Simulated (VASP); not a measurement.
An input for Quantum ESPRESSO's pw.x (written as the equivalent of a VASP run, and not itself run):

```
&CONTROL
  calculation = 'scf'
  pseudo_dir = './pseudo'
  outdir = './out'
  tprnfor = .true.
  tstress = .true.
/
&SYSTEM
  ibrav = 0
  nat = 2
  ntyp = 2
  ecutwfc = 96
  occupations = 'smearing'
  smearing = 'methfessel-paxton'
  degauss = 0.00735
  input_dft = 'vdw-df-obk8'
/
&ELECTRONS
  conv_thr = 7.3e-09
  electron_maxstep = 100
/
ATOMIC_SPECIES
  Ti 47.867 Ti.upf
  Co 58.933 Co.upf
CELL_PARAMETERS angstrom
     2.9887728    0.0000000    0.0000000
     0.0000000    2.9887728    0.0000000
     0.0000000    0.0000000    2.9887728
ATOMIC_POSITIONS crystal
  Ti   0.0000000  0.0000000  0.0000000
  Co   0.5000000  0.5000000  0.5000000
K_POINTS automatic
  12 12 12 0 0 0
```

Write the VASP files for the same calculation (optB88-vdW).

Several could match; the one computed here: 
**KPOINTS**
```
Automatic mesh
0
Gamma
12 12 12
0 0 0
```

**POSCAR**
```
TiCo
1
    2.9887728126     0.0000000000     0.0000000000
    0.0000000000     2.9887728126     0.0000000000
    0.0000000000     0.0000000000     2.9887728126
Ti Co
1 1
Direct
  0.0000000000   0.0000000000   0.0000000000
  0.5000000000   0.5000000000   0.5000000000
```

### INCAR
```
! general
SYSTEM    =  TiCo
PREC      =  Accurate
ENCUT     =  520
LREAL     =  .FALSE.   ! projection in real space or not
LASPH     =  .TRUE.   ! aspherical one-centre terms

! electronic loop
EDIFF     =  1E-7   ! SCF stop (eV)
NELM      =  100   ! most electronic steps
ALGO      =  Normal   ! blocked Davidson
LMAXMIX   =  4   ! l cut-off of mixed one-centre charges

! smearing
ISMEAR    =  1   ! Methfessel-Paxton
SIGMA     =  0.1

! functional
GGA       =  BO
LUSE_VDW  =  .TRUE.
AGGAC     =  0.0
PARAM1    =  0.1833333333
PARAM2    =  0.22

! ions
ISIF      =  2   ! forces and stress, cell fixed

! output
LWAVE     =  .FALSE.
LCHARG    =  .FALSE.
```

POTCAR, in this order: Ti_sv Co (PBE.64 set). Program: vasp_std.

Limits of the translation: the potentials are each code's own (VASP's PAW set, PseudoDojo norm-conserving files in pw.x), so ENCUT and ecutwfc are chosen apart and not converted; conv_thr bounds pw.x's estimated SCF error, while EDIFF bounds the energy change between steps.

The compound is TiCo in the CsCl type structure. This cell is one point of a volume scan, at 1.03 of the reference volume.
